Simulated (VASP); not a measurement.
All values below come from AM05 GGA, VASP's PBE PAW potentials (set 64) (plane waves; VASP).

The input files of a VASP run:

**KPOINTS**
```
Automatic mesh
0
Gamma
12 12 7
0 0 0
```

File POSCAR:
```
Hf
1
    1.5787106551    -2.7344070282     0.0000000000
    1.5787106551     2.7344070282    -0.0000000000
    0.0000000000     0.0000000000     4.9934256815
Hf
2
Direct
  0.3333330000   0.6666670000   0.2500000000
  0.6666670000   0.3333330000   0.7500000000
```

### INCAR
```
ALGO = Normal
EDIFF = 1E-6
EDIFFG = -0.01
ENCUT = 520
GGA = AM
IBRION = 2
ISIF = 3
ISMEAR = 1
LASPH = .True.
LCHARG = .False.
LMAXMIX = 6
LREAL = .False.
LWAVE = .False.
NELM = 100
NSW = 60
PREC = Accurate
SIGMA = 0.1
SYSTEM = Hf
```

POTCAR, in this order: Hf_pv (PBE.64 set). Program: vasp_std.

### Question
What will the output report for the number of irreducible k-points (NKPTS), largest plane-wave count, number of space-group operations, FFT grid (NGX, NGY, NGZ)?

### Answer

number of irreducible k-points (NKPTS): 76
largest plane-wave count: 1182
number of space-group operations: 24
FFT grid (NGX, NGY, NGZ): 24 × 24 × 40

The compound is Hf in the hcp structure. This run relaxes it. Symmetry was kept, so distortions that lower it aren't found. The start is the result of an earlier pass.
